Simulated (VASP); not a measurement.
Here is the system:

```
SnZnP2
1.0
    4.04697     0.00000     0.00000
    0.00000     4.04697     0.00000
    0.00000     0.00000     5.66758
Zn Sn P
1 1 2
Direct
  0.00000   0.00000   0.00000
  0.50000   0.50000   0.50000
  0.00000   0.50000   0.22660
  0.50000   0.00000   0.77340
```

The numbers are results of modified Becke-Johnson potential (mBJ) with spin-orbit coupling, VASP's PBE PAW potentials (set 64) (plane waves; VASP), not measurements. Numerical set-up: 400 eV cut-off, 4×4×4 Γ-centred mesh, Gaussian smearing of 0.050 eV, potentials Zn Sn_d P.

mBJ is a potential without an energy functional, so only the levels count.

Question: Give the energies of bands 29 to 42 at the high-symmetry points, in eV from the valence-band maximum.

Answer: 
```
band      Γ      X      M      Z      R      A
----  -----  -----  -----  -----  -----  -----
29    -2.56  -3.19  -3.17  -2.04  -1.64  -3.66
30    -2.56  -3.19  -3.17  -2.04  -1.64  -3.66
31    -0.10  -2.66  -2.49  -1.92  -1.36  -3.10
32    -0.10  -2.66  -2.49  -1.92  -1.36  -3.10
33    -0.02  -1.67  -2.42  -1.16  -0.66  -3.00
34    -0.02  -1.67  -2.42  -1.16  -0.66  -3.00
35     0.00  -0.68  -1.64  -1.15  -0.62  -2.36
36     0.00  -0.68  -1.64  -1.15  -0.62  -2.36
37     1.15   2.54   1.61   2.20   1.12   3.78
38     1.15   2.54   1.61   2.20   1.12   3.78
39     2.03   4.46   2.08   2.53   2.99   4.45
40     2.03   4.46   2.08   2.53   2.99   4.45
41     3.31   4.73   2.15   4.26   4.22   4.53
42     3.31   4.73   2.15   4.26   4.22   4.53
```

The gap is indirect, 1.12 eV, from the valence maximum at Γ to the conduction minimum at R.

The structure comes from a computed database's ZnSnP2 entry (P-4m2); how it stands against other phases isn't given here. It was relaxed first. The cell's shape comes from a PBE relaxation.
